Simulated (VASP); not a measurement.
Consider the following.

```yaml
crystal:
  lattice:
    - [0.00000, 1.90945, 1.90945]
    - [1.90945, 0.00000, 1.90945]
    - [1.90945, 1.90945, 0.00000]
  atoms:
    - { symbol: Ir, position: [0.00000, 0.00000, 0.00000] }
```

Level of theory: LDA (Ceperley-Alder, Perdew-Zunger), VASP's LDA PAW potentials (set 64) (plane waves; VASP). Numerical set-up: 400 eV cut-off, 15×15×15 Γ-centred mesh, first-order Methfessel-Paxton smearing of 0.10 eV, potentials Ir.

Unless said otherwise, spin-orbit coupling is left out, though it shifts the bands of the heavy elements here.

### Question
Estimate the energy per atom (σ→0), band gap (on the k-mesh) with the smallest direct gap where there is one.

### Answer

```yaml
band gap (on the k-mesh): none (metal, semimetal or under 0.01 eV)
energy per atom (σ→0): -10.330 eV/atom
```

Only differences to runs with the same potentials and settings are physical.

The compound is Ir in the fcc structure. It was relaxed first. The start is the result of an earlier pass.
